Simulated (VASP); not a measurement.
These are PBEsol GGA, VASP's PBE PAW potentials (set 64) (plane waves; VASP 6.6.1) values and carry that method's errors.

Input for VASP

### POSCAR
```
CaF2
1
    2.8789460000     0.0000000000     0.0000000000
   -1.4394730000     2.4932410000     0.0000000000
    0.0000000000     0.0000000000    16.7434850000
Ca F
1 2
Direct
  0.6666670000   0.3333330000   0.5000000000
  0.3333330000   0.6666670000   0.4180730000
  0.3333330000   0.6666670000   0.5819270000
```

**INCAR**
```
! general
SYSTEM = CaF2
PREC   = Accurate
ENCUT  = 400
LREAL  = .FALSE.
LASPH  = .TRUE.   ! aspherical one-centre terms

! electronic loop
EDIFF  = 1E-6
NELM   = 100   ! most electronic steps
ALGO   = Normal

! smearing
ISMEAR = 0   ! Gaussian
SIGMA  = 0.05

! functional
GGA    = PS

! ions
ISIF   = 2   ! forces and stress, cell fixed

! output
LWAVE  = .FALSE.
LCHARG = .FALSE.
```

KPOINTS:
```
Automatic mesh
0
Gamma
13 13 1
0 0 0
```

POTCAR, in this order: Ca_sv F (PBE.64 set). Program: vasp_std.

Problem. What will the output report for the number of irreducible k-points (NKPTS), largest plane-wave count, number of space-group operations, FFT grid (NGX, NGY, NGZ)?

Solution. 
```json
{
 "number of irreducible k-points (NKPTS)": "21",
 "largest_plane_wave_count": "2196",
 "number_of_space_group_operations": "12",
 "FFT grid (NGX, NGY, NGZ)": "20 × 20 × 112"
}
```

The cell is a sheet with vacuum, built from a generated structure.
